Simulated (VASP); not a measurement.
VASP runs on ZrSi (space group I4_1md) share one base input (PBE GGA, plane waves, VASP's PBE PAW potentials (set 64)) and change the settings named in each case.

### INCAR
```
ALGO  =  Normal
EDIFF  =  1E-6
ENCUT  =  300
GGA  =  PE
ISIF  =  2
ISMEAR  =  -1
LASPH  =  .True.
LCHARG  =  .False.
LMAXMIX  =  4
LREAL  =  .False.
LWAVE  =  .False.
NELM  =  100
PREC  =  Accurate
SIGMA  =  0.1
SYSTEM  =  ZrSi
```

File POSCAR:
```
ZrSi
1
   -1.7706270000     1.7706270000     5.9944700000
    1.7706270000    -1.7706270000     5.9944700000
    1.7706270000     1.7706270000    -5.9944700000
Zr Si
2 2
Direct
  0.7500000000   0.7500000000   0.0000000000
  0.5000000000   0.0000000000   0.5000000000
  0.1660000000   0.1660000000   0.0000000000
  0.9160000000   0.4160000000   0.5000000000
```

File KPOINTS:
```
Automatic mesh
0
Gamma
7 7 7
0 0 0
```

POTCAR, in this order: Zr_sv Si (PBE.64 set). Program: vasp_std.

```tsv
change	E(σ→0) (eV/atom)	pressure (GPa)	−TS (eV)
base run	-7.2263	9.83	-0.1312
GGA = PS	-7.7287	6.24	-0.1355
GGA_COMPAT = .FALSE., LNONCOLLINEAR = .TRUE., LSORBIT = .TRUE., MAGMOM = 0.0 0.0 0.0 0.0 0.0 0.0 0.0 0.0 0.0 0.0 0.0 0.0, program vasp_ncl	-7.2622	9.79	-0.1308
KPOINTS 2×2×2 Γ-centred mesh	-7.1819	7.52	-0.1955
```
 Energies of different potentials or functionals have different zeros.  At 300 eV the pressure can carry a Pulay error.

Left out are runs that ran out of time, are held back, or changed the cell or the kind of run, fixed moments of cells without a moment, rows past the twelfth, gaps on odd meshes, pressures of charged cells and columns that move by less than the noise.

The structure was generated: ZrSi was put into an ordered model structure, which need not be its known phase. The cell was not relaxed at this level.
